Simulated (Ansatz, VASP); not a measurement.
# As (arsenene 4 layers, AB): VASP beside Ansatz

Aim: how closely do two programs agree when they are given the same cell, functional and k mesh? The structure shown is the end of the Ansatz relaxation below.

Main program and level: Ansatz 0.2.0; plane waves, with VASP 6.6.1 beside it; single point at LDA.

### 1. Starting point

The cell holds 8 atoms: 8 As. Its edges and angles: a = 3.633 Å, b = 3.633 Å, c = 60.200 Å, α = 90.0°, β = 90.0°, γ = 120.0°. Vacuum lies along c.

### 2. Ansatz: relaxation, LDA

Ansatz runs on its default PAW (the set named soft_2) files.

This run makes the geometry at which the two programs are then compared.

The input, input.yaml:

```yaml
crystal:
  lattice:
    - [3.61, 0.0, 0.0]
    - [-1.805, 3.1263517077, 0.0]
    - [0.0, 0.0, 60.2000000021]
  atoms:
    - { symbol: As, position: [0.6666666667, 0.3333333333, 0.3787375415] }
    - { symbol: As, position: [0.3333333333, 0.6666666667, 0.4019933555] }
    - { symbol: As, position: [0.0, 0.0, 0.4518272425] }
    - { symbol: As, position: [0.6666666667, 0.3333333333, 0.4750830565] }
    - { symbol: As, position: [0.6666666667, 0.3333333333, 0.5249169435] }
    - { symbol: As, position: [0.3333333333, 0.6666666667, 0.5481727575] }
    - { symbol: As, position: [0.0, 0.0, 0.5980066445] }
    - { symbol: As, position: [0.6666666667, 0.3333333333, 0.6212624585] }
  periodic: [true, true, false]
kpoints:
  mp_grid: { grid: [12, 12, 1] }
hamiltonian:
  xc: lda
scf:
  occupations: { method: fermi_dirac, width: 0.05 }
  convergence: { dr2_threshold: 1.0e-09 }
relax:
  f_tol: 0.004
  max_steps: 90
  cell: {}
output:
  write_potential: true
  write_density: true
  volumetric_format: npy
```

Run with:

```
$ ansatz run input.yaml --threads 8 --pin off --max-ram 12288MiB --backend cpu --events-out ev --progress --plain --runs-dir out
```

Numbers of over 12 decimals in the logs are rounded to 6 here.

What it wrote:

```text
Warning: relax.cell: scf.convergence.dr2_threshold = 1e-9 eV is looser than the 1.32196443874e-10 eV advised for a relaxation that steers and ends on the stress (1e-10 eV for each atom of the cell: 8, times the square of relax.cell.stress_2d_tol = 0.05 N/m over 24.6 Å (the atoms' height at the walk's start and 5 Å past either face), 2.033e-2 GPa, over a crystal's default 0.05). What an SCF threshold leaves in a stress goes as its square root, and in the free energy as the threshold itself, and one threshold admits the most on a small cell: [figures from the program's tests cut] Set scf.convergence.dr2_threshold to 1.32196443874e-10 eV or tighter. [rest of the remark cut]
Engine: ansatz 0.2.0, aarch64-unknown-linux-gnu
Pseudopotentials: kind: paw
Pseudopotential: As, paw, valence charge 15, recommended cutoff 420 eV (normal), As.paw.azcp
Functional definition: SPW92
  exchange = slater_x
  correlation = pw_c
Crystal: 8 atoms, lattice volume = 679.425 Å³
Basis set: ecut = 420 eV, 13089 PW (Γ)
Bands: 72, of which v1, the nominal top of the filled ones, is band 60 counted from 1 (59 counted from 0)
Symmetry: 12 space group operations
Space group: P-3m1 (ITA 164), of the structure as read, at distance tolerance 8.8e-5 Å
k-points: 19 of 144
Non-local potential: As, projectors of the file, l = 0: 2, l = 1: 2, l = 2: 3, l = 3: 1
PAW form: soft (Blöchl's): semilocal exchange-correlation on the pseudo side does not see the compensation charge
PAW frozen core: As, regenerated for the run's functional, and the local potential with it (the file was generated under x = pbe(κ = 0.804, μ = 0.219515), c = pbe(β = 0.066725))
PAW one-centre angular grid: As, 590 points (default); XC on 64 Gauss nodes
Initial density: superposition of atomic densities (neutral atoms: chi_scale 0, normalization atom), corrected by the library's trained network
Initial wavefunctions: pseudopotential atomic-orbital guess
Functional: x = slater, c = lda
SCF iter   1: F=—  HF=-38188.284234 eV  |F-HF|=—  |Δ(HF+E_count)|=         —  Δρ=2.52e-3  dr2=7.24e-2  ethr=1.77e-3  ⟨swp⟩=10.9  Hψ=6409  notcnv=0  defer=9
preconditioner: auto → LDOS  [insulator: Δε(μ)=0.149 eV  Ē_g=8.779 eV  σ=0.050 eV  W_gap=0.53  n_scr=80 (ndim 8)  ℏωp=9.0 eV  f_vac=0.697  D(μ)=0.83/eV (n_scr^D=8)  ε∞_Penn≈2.1  β→1.0]
SCF iter   2: F=—  HF=-38188.287836 eV  |F-HF|=—  |Δ(HF+E_count)|=   3.60e-3  Δρ=1.79e-3  dr2=2.02e-1  ethr=6.03e-5  ⟨swp⟩=3.8  Hψ=3315  notcnv=0  defer=53
SCF iter   3: F=—  HF=-38188.275971 eV  |F-HF|=—  |Δ(HF+E_count)|=   1.19e-2  Δρ=1.26e-3  dr2=9.45e-2  ethr=6.03e-5  ⟨swp⟩=3.1  Hψ=2175  notcnv=0  defer=53
SCF iter   4: F=—  HF=-38188.265940 eV  |F-HF|=—  |Δ(HF+E_count)|=   1.00e-2  Δρ=3.20e-4  dr2=6.04e-3  ethr=6.03e-5  ⟨swp⟩=2.2  Hψ=1695  notcnv=0  defer=53
SCF iter   5: F=—  HF=-38188.265025 eV  |F-HF|=—  |Δ(HF+E_count)|=   9.14e-4  Δρ=8.69e-5  dr2=4.01e-4  ethr=5.03e-6  ⟨swp⟩=2.7  Hψ=1743  notcnv=0  defer=53
SCF iter   6: F=—  HF=-38188.264972 eV  |F-HF|=—  |Δ(HF+E_count)|=   5.32e-5  Δρ=2.03e-5  dr2=8.38e-6  ethr=3.34e-7  ⟨swp⟩=3.0  Hψ=1847  notcnv=0  defer=53
SCF iter   7: F=—  HF=-38188.265065 eV  |F-HF|=—  |Δ(HF+E_count)|=   9.27e-5  Δρ=3.18e-6  dr2=1.77e-7  ethr=6.98e-9  ⟨swp⟩=3.6  Hψ=2909  notcnv=0  defer=53
SCF iter   8: F=—  HF=-38188.265065 eV  |F-HF|=—  |Δ(HF+E_count)|=   3.48e-8  Δρ=9.62e-7  dr2=7.85e-9  ethr=1.48e-10  ⟨swp⟩=2.9  Hψ=2593  notcnv=0  defer=53
SCF iter   9: F=-38188.265065 eV  HF=-38188.265065 eV  |F-HF|=2.62e-10  |Δ(HF+E_count)|=   1.17e-9  Δρ=2.15e-7  dr2=3.49e-10  ethr=1.00e-12  ⟨swp⟩=11.4  Hψ=9657  notcnv=0
SCF 1 converged in 9 iterations: F = -38188.265065 eV  dr2 = 3.49e-10
  greatest PAW one-centre occupation: 0.999 electrons in one spin orbital (limit 2), on the As atom at site 5 (counted from 0), in its partial waves of l = 2
relax step   1: F+E_penalty+E_count = -38188.26506489 eV  Δ(F+E_penalty+E_count) = +0.000e0 eV  max|allowed force component| = 8.683e-1 eV/Å  Δτ_max = 0.0000 Å  P = -4.595 N/m  Ω = 679.425 Å³  fix = [c, alpha, beta]  reactions: c -0.000 N/m  (9 SCF iters, accepted)
Crystal: 8 atoms, lattice volume = 673.138 Å³
Basis set: ecut = 420 eV, 12933 PW (Γ)
Initial density: handed on by an earlier stage of this run
Initial wavefunctions: those handed on with the density
iter 1 solved again at ethr=7.63e-5 eV; its pass at ethr=3.10e-3 eV (dr2=9.16e-2 eV) is discarded
[...]
relax step  10: F+E_penalty+E_count = -38188.67203922 eV  Δ(F+E_penalty+E_count) = -4.426e-4 eV  max|allowed force component| = 3.801e-4 eV/Å  Δτ_max = 0.0000 Å  P = +0.014 N/m  Ω = 688.037 Å³  fix = [c, alpha, beta]  reactions: c +0.000 N/m  stress off target by 1.45e-2 N/m on what of the cell is left free  SCF on the basis re-selected at this cell (its energy is not comparable with the rows above)  (5 SCF iters)
basis re-selected at this cell: Δ(F+E_penalty+E_count) = -4.426e-4 eV, ΔP = +0.004 N/m vs the last step (what re-selecting the basis moved, of the pressure what is left beyond the Pulay correction that the steps carried, after the strain that the cell walked since its last selection, with what the two solves' SCF thresholds leave and, on support functions, any second-order correction that the steps lacked; it is no m [...]
WARN: The output density's exchange-correlation potential varies sharply where the density is thin. Do not read a vacuum level from v_tot or v_xc, or from such a field of the output density. On a cell that repeats whose density bears no net charge and no dipole along the vacuum's axis use v_es (v_loc + v_h of the components); under efield.dipole_correction with no amplitude use v_es + v_field, which holds any externa [...]
SCF converged after 5 iterations
Free energy (F): -38188.672039 eV
Harris-Foulkes:  -38188.672039 eV  (|F-HF|=1.14e-9)
Internal energy: -38188.664731 eV  (E = F + TS)
E sigma→0 (E₀):  -38188.668385 eV
Entropy (-TS):   -0.007308 eV (-0.914 meV/atom)
Fermi energy:    -4.426089 eV
--- Per-component energies (eV) ---
  E_band       = -3714.779267
  E_kinetic    = 827.457396
  E_local      = -1132621.117958  (includes V_loc(G=0)·N_el)
  E_nonlocal   = -5323.275901
  E_hartree    = 566108.396880
  E_xc         = -632.757191
  E_vxc        = -637.517949  (∫ρ·V_xc dr)
  E_paw        = -14024.705848  (= ΣΔE_a)
  E_vpaw       = 1822.874678  (= ΣTr[D̂ρ^β])
  E_aug_tail   = 0.000059  (compensation charges beyond the density's cutoff)
  E_ewald      = 547460.735991
  E_core_change = 16.601840  (= ΣΔE_core)
  E_smearing   = -0.007308  (= −TS)
  E_closure    = 0.000000  (closes the sum)
  Σ components = -38188.672039   (vs F -38188.672039, Δ=0.00e0)
--- Forces (eV/Å), atoms counted from 1 ---
  atom   1  As     0.00000000     0.00000000    -0.00018804
  atom   2  As     0.00000000    -0.00000000     0.00038014
  atom   3  As    -0.00000000     0.00000000     0.00021719
  atom   4  As     0.00000000    -0.00000000    -0.00018936
  atom   5  As     0.00000000     0.00000000     0.00018936
  atom   6  As     0.00000000    -0.00000000    -0.00021719
  atom   7  As     0.00000000     0.00000000    -0.00038014
  atom   8  As    -0.00000000    -0.00000000     0.00018804
  max |Σ_I F_I| component: 5.78e-19 eV/Å
--- 2D stress c σ (N/m, compression-positive) ---
        0.014498      -0.000000      -0.000000
       -0.000000       0.014498      -0.000000
       -0.000000      -0.000000       0.000000
  P = ½ c Tr σ = 0.0145 N/m
--- Band table (eV; the first three rows and the last of 19) ---
  k-point 0: bands = [... 56 lower, -5.9262, -5.9262, -5.1679, -4.4958, -4.3349, -3.7935, -3.0501, -3.0501, ... 8 higher]
  k-point 1: bands = [... 56 lower, -6.0283, -6.0169, -4.6440, -4.1101, -3.8376, -3.5528, -3.0757, -2.9286, ... 8 higher]
  k-point 2: bands = [... 56 lower, -6.3622, -6.0344, -5.1631, -4.9730, -3.6712, -3.3629, -2.6339, -2.4776, ... 8 higher]
  k-point 18: bands = [... 56 lower, -7.7786, -7.7786, -7.3472, -6.6661, -3.4692, -3.4692, -2.9866, -2.9866, ... 8 higher]
  the weakly bound empty levels are not read free of the cell's end (no_gap_told)
--- Relaxed structure (9 steps of the walk, 9 accepted, 1 SCFs on fresh bases) ---
  F+E_penalty+E_count = -38188.67203922 eV   max|allowed force component| = 3.801e-4 eV/Å   (the final SCF, on the basis selected at the relaxed cell)
  cell:  # Å, volume = 688.0371 Å³
    - [3.632807, 0.0, 0]
    - [-1.816404, 3.146103, 0]
    - [0, 0, 60.2000000021]
  atoms:
    - { symbol: As, position: [0.666667, 0.333333, 0.391372] }
    - { symbol: As, position: [0.333333, 0.666667, 0.413424] }
    - { symbol: As, position: [-6.883342538665249e-19, 1.3877787809430044e-17, 0.449396] }
    - { symbol: As, position: [0.666667, 0.333333, 0.471462] }
    - { symbol: As, position: [0.666667, 0.333333, 0.528538] }
    - { symbol: As, position: [0.333333, 0.666667, 0.550604] }
    - { symbol: As, position: [-1.1795947511438712e-17, 1.3877787809430044e-17, 0.586576] }
    - { symbol: As, position: [0.666667, 0.333333, 0.608628] }
```

### 3. VASP: single point, LDA

The same cell, functional (in two slightly different forms), mesh and smearing now go to VASP, with its own data sets.

Lines of VASP's logs that name or quote its potential files are left out, and so is its time.

The input, INCAR:

```
SYSTEM = As
PREC = Accurate
ENCUT = 400
EDIFF = 1E-06
NELM = 120
ISMEAR = -1
SIGMA = 0.05
LREAL = .FALSE.
ALGO = Normal
GGA = CA
NBANDS = 28
LORBIT = 11
LWAVE = .FALSE.
LCHARG = .FALSE.
ISIF = 2
LDIPOL = .TRUE.
IDIPOL = 3
DIPOL = 0.5 0.5 0.5
LVHAR = .TRUE.
LASPH = .TRUE.
GGA_COMPAT = .FALSE.
NELMDL = -8
KPAR = 2
```

The input, POSCAR:

```
As
1.0
    3.6328072196      0.0000000000      0.0000000000
   -1.8164036098      3.1461033392      0.0000000000
    0.0000000000      0.0000000000     60.2000000021
As
8
Direct
    0.6666666667      0.3333333333      0.3913715142
    0.3333333333      0.6666666667      0.4134243830
    0.0000000000      0.0000000000      0.4493955929
    0.6666666667      0.3333333333      0.4714615121
    0.6666666667      0.3333333333      0.5285384879
    0.3333333333      0.6666666667      0.5506044071
    0.0000000000      0.0000000000      0.5865756170
    0.6666666667      0.3333333333      0.6086284858
```

The input, KPOINTS:

```
Automatic mesh
0
Gamma
12 12 1
0 0 0
```

Potentials, in the order of the species: As (LDA family, release 64).

Run with:

```
$ mpirun -np 2 vasp_std
```

What it wrote:

```text
[banner, memory and clock lines left out]
running    2 mpi-ranks, on    1 nodes
 distrk:  each k-point on    1 cores,    2 groups
 distr:  one band on    1 cores,    1 groups

 POSCAR found type information on POSCAR As
 POSCAR found :  1 types and       8 ions
 LDA part: xc-table for (Slater(with rela. corr.)+CA(PZ))
 , standard interpolation
|                                                                             |
|           W    W    AA    RRRRR   N    N  II  N    N   GGGG   !!!           |
|           W    W   A  A   R    R  NN   N  II  NN   N  G    G  !!!           |
|           W    W  A    A  R    R  N N  N  II  N N  N  G       !!!           |
|           W WW W  AAAAAA  RRRRR   N  N N  II  N  N N  G  GGG   !            |
|           WW  WW  A    A  R   R   N   NN  II  N   NN  G    G                |
|           W    W  A    A  R    R  N    N  II  N    N   GGGG   !!!           |
|                                                                             |
|     One of the lattice vectors is very long (>50 A), but AMIN is rather     |
|     large. This can spoil convergence since charge sloshing might occur     |
|     along the long lattice vector. If problems with convergence are         |
|     observed, try to decrease AMIN to a smaller value (e.g. 0.01).          |
|     Note: This warning only applies if the self-consistency cycle is        |
|     used.                                                                   |
|                                                                             |

 POSCAR, INCAR and KPOINTS ok, starting setup
 FFT: planning ... GRIDC
 FFT: planning ... GRID_SOFT
 FFT: planning ... GRID
 WAVECAR not read
 entering main loop
       N       E                     dE             d eps       ncg     rms          rms(c)
DAV:   1     0.272847471411E+03    0.27285E+03   -0.10584E+04  1104   0.805E+02
DAV:   2    -0.551670807697E+01   -0.27836E+03   -0.26663E+03  1644   0.169E+02
DAV:   3    -0.414936230780E+02   -0.35977E+02   -0.35778E+02  1248   0.693E+01
DAV:   4    -0.426800472145E+02   -0.11864E+01   -0.11816E+01  1500   0.155E+01
DAV:   5    -0.427063426641E+02   -0.26295E-01   -0.26239E-01  1464   0.205E+00
DAV:   6    -0.427072440569E+02   -0.90139E-03   -0.90108E-03  1564   0.383E-01
DAV:   7    -0.427072757828E+02   -0.31726E-04   -0.31723E-04  1476   0.602E-02
DAV:   8    -0.427072774763E+02   -0.16935E-05   -0.16931E-05  1348   0.126E-02    0.746E+00
DAV:   9    -0.425064782735E+02    0.20080E+00   -0.93400E-02  1192   0.117E+00    0.440E+00
DAV:  10    -0.424086925693E+02    0.97786E-01   -0.16361E-01  1268   0.159E+00    0.217E-01
DAV:  11    -0.424086691541E+02    0.23415E-04   -0.80010E-03  1440   0.451E-01    0.126E-01
DAV:  12    -0.424085829803E+02    0.86174E-04   -0.22807E-03  1468   0.248E-01    0.524E-02
DAV:  13    -0.424086784156E+02   -0.95435E-04   -0.70654E-04  1456   0.129E-01    0.327E-02
DAV:  14    -0.424087563139E+02   -0.77898E-04   -0.13594E-04  1316   0.582E-02    0.150E-02
[...]
DAV:  19    -0.424091721576E+02   -0.29419E-04   -0.18753E-06  1036   0.337E-03    0.152E-03
DAV:  20    -0.424091958240E+02   -0.23666E-04   -0.87567E-07   872   0.252E-03    0.103E-03
DAV:  21    -0.424092107055E+02   -0.14881E-04   -0.48050E-07   872   0.175E-03    0.103E-03
DAV:  22    -0.424092174806E+02   -0.67752E-05   -0.13477E-07   760   0.109E-03    0.277E-04
DAV:  23    -0.424092206348E+02   -0.31542E-05   -0.56053E-08   704   0.680E-04    0.338E-04
DAV:  24    -0.424092228638E+02   -0.22289E-05   -0.31081E-08   656   0.448E-04    0.104E-04
DAV:  25    -0.424092238698E+02   -0.10061E-05   -0.11847E-08   600   0.272E-04    0.705E-05
DAV:  26    -0.424092246787E+02   -0.80887E-06   -0.10779E-08   628   0.232E-04
   1 F= -.42409225E+02 E0= -.42405619E+02  d E =-.721209E-02
```

(Continued in part 2 of 2.)

[Lines on the potential files, build, host, timing and source positions are cut from VASP's logs without a mark.]

[Logs are printed without paths, hosts, clocks, repeated set-up lines and the standing remarks that a program may print on its own settings, such as how far it seeks lower states.]

[Hosts, paths, dates, database ids (printed as entryN), source tags and the programs' standing remarks are cut or masked in the printed files.]
